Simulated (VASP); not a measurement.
An input for Quantum ESPRESSO's pw.x (written as the equivalent of a VASP run, and not itself run):

```
&CONTROL
  calculation = 'vc-relax'
  pseudo_dir = './pseudo'
  outdir = './out'
  tprnfor = .true.
  tstress = .true.
  nstep = 60
  forc_conv_thr = 0.00078
/
&SYSTEM
  ibrav = 0
  nat = 6
  ntyp = 2
  ecutwfc = 94
  occupations = 'smearing'
  smearing = 'methfessel-paxton'
  degauss = 0.00735
  input_dft = 'pbe'
  nspin = 2
  starting_magnetization(1) = 0.25
/
&ELECTRONS
  conv_thr = 7.3e-08
  electron_maxstep = 100
/
&IONS
/
&CELL
/
ATOMIC_SPECIES
  Cr 51.996 Cr.upf
  O 15.999 O.upf
CELL_PARAMETERS angstrom
     4.4835824    0.0000000    0.0000000
    -0.0000000    4.4835824    0.0000000
     0.0000000    0.0000000    2.9807974
ATOMIC_POSITIONS crystal
  Cr   1.0000000  0.0000000  0.0000000
  Cr   0.5000000  0.5000000  0.5000000
  O    0.3017493  0.3017493  0.0000000
  O    0.8017493  0.1982507  0.5000000
  O    0.1982507  0.8017493  0.5000000
  O    0.6982507  0.6982507  0.0000000
K_POINTS automatic
  6 6 9 0 0 0
HUBBARD {ortho-atomic}
U Cr-3d 3.7
```

**Question.** Translate this input to VASP (INCAR, KPOINTS, POSCAR, choice of POTCAR).

**Answer.** One answer among several that fit: 
### INCAR
```
SYSTEM = CrO2
PREC = Accurate; ENCUT = 520; LREAL = .FALSE.
LASPH = .TRUE.
EDIFF = 1E-6; NELM = 100; ALGO = Normal
LMAXMIX = 4
ISMEAR = 1; SIGMA = 0.1
GGA = PE
MAGMOM = 2*2.5 4*0.0
ISPIN = 2
LDAUL = 2 -1
LDAUU = 3.7 0
LDAUJ = 0 0
LDAU = .TRUE.; LDAUTYPE = 2; LDAUPRINT = 1
IBRION = 2; NSW = 60; ISIF = 3
EDIFFG = -0.02
LWAVE = .FALSE.; LCHARG = .FALSE.; LORBIT = 10
```

**POSCAR**
```
CrO2
1
    4.4835824072     0.0000000000     0.0000000000
   -0.0000000000     4.4835824072     0.0000000000
    0.0000000000     0.0000000000     2.9807974247
Cr O
2 4
Direct
  1.0000000000   0.0000000000   0.0000000000
  0.5000000000   0.5000000000   0.5000000000
  0.3017493167   0.3017493167   0.0000000000
  0.8017493167   0.1982506833   0.5000000000
  0.1982506833   0.8017493167   0.5000000000
  0.6982506833   0.6982506833   0.0000000000
```

KPOINTS:
```
Regular mesh
0
Gamma
 6 6 9
```

POTCAR, in this order: Cr_pv O (PBE.64 set). Program: vasp_std.

What does not carry over: the potentials are each code's own (VASP's PAW set, PseudoDojo norm-conserving files in pw.x), so ENCUT and ecutwfc are chosen apart and not converted; conv_thr bounds pw.x's estimated SCF error, while EDIFF bounds the energy change between steps; starting_magnetization is a fraction of the valence charge and MAGMOM a moment in μB, so they match only roughly; the +U projectors differ (PAW spheres against orthogonalised atomic orbitals), so the same U acts differently; forc_conv_thr acts on force components and is met together with etot_conv_thr.

The compound is CrO2 in the rutile structure. It was relaxed first, which changed the volume by +5 %. The start is the result of an earlier pass.
